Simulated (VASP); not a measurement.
Here is a VASP 6.6.1 calculation.

Contents of INCAR:

```
PREC = Accurate
ENCUT = 520
EDIFF = 1E-6
ISMEAR = 0
SIGMA = 0.1
LREAL = False
LASPH = True
NELM = 60
ALGO = Normal
ISIF = 2
LWAVE = False
LCHARG = False
GGA = PE
NBANDS = 20
```

The input KPOINTS:

```
Automatic mesh
0
Gamma
  10 10 10
```

File POSCAR:

```
CsHgH3
1.0
    4.3186098374      0.0000000000      0.0000000000
    0.0000000000      4.3186098374      0.0000000000
    0.0000000000      0.0000000000      4.3186098374
Cs Hg H
1 1 3
Direct
    0.0000000000      0.0000000000      0.0000000000
    0.5000000000      0.5000000000      0.5000000000
    0.0000000000      0.5000000000      0.5000000000
    0.5000000000      0.5000000000      0.0000000000
    0.5000000000      0.0000000000      0.5000000000
```

Potentials or basis: VASP PAW PBE potentials, release 64 (Cs_sv, Hg, H).

Launch:

```bash
$ cat potpaw_PBE.64/Cs_sv/POTCAR potpaw_PBE.64/Hg/POTCAR potpaw_PBE.64/H/POTCAR > POTCAR
$ mpirun -np 1 vasp_std > vasp.out
```

(1) Estimate the pressure.

(2) What does it give for the band gap on the k mesh?

Results:

(1) 0.2 GPa.

(2) none (metal or under the smearing width).
